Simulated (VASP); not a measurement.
Energy against volume of La (dhcp). Level of theory: PBE GGA with D4 dispersion, VASP's PBE PAW potentials (set 64) (plane waves; VASP). Numerical set-up: 520 eV cut-off, 10×10×3 Γ-centred mesh, first-order Methfessel-Paxton smearing of 0.10 eV, potentials La.

Shape and ions are relaxed at each volume.

| V (Å³/atom) | E (eV/atom) |
|---|---|
| 34.194 | -5.17599 |
| 35.252 | -5.18028 |
| 36.309 | -5.17940 |
| 37.367 | -5.17388 |

Problem. Fit these four points and predict the energy of the run at 33.137 Å³/atom.

Solution. A cubic in V^(−2/3), the third-order Birch-Murnaghan form, passes through the four points with V0 = 35.59 Å³/atom and B0 = 25 GPa, and gives -5.1659 eV/atom there. The run gave -5.1659 eV/atom, +0.1 meV/atom from the fit; all five points give B0 = 25 GPa.

The compound is La in the dhcp structure. It was relaxed first.
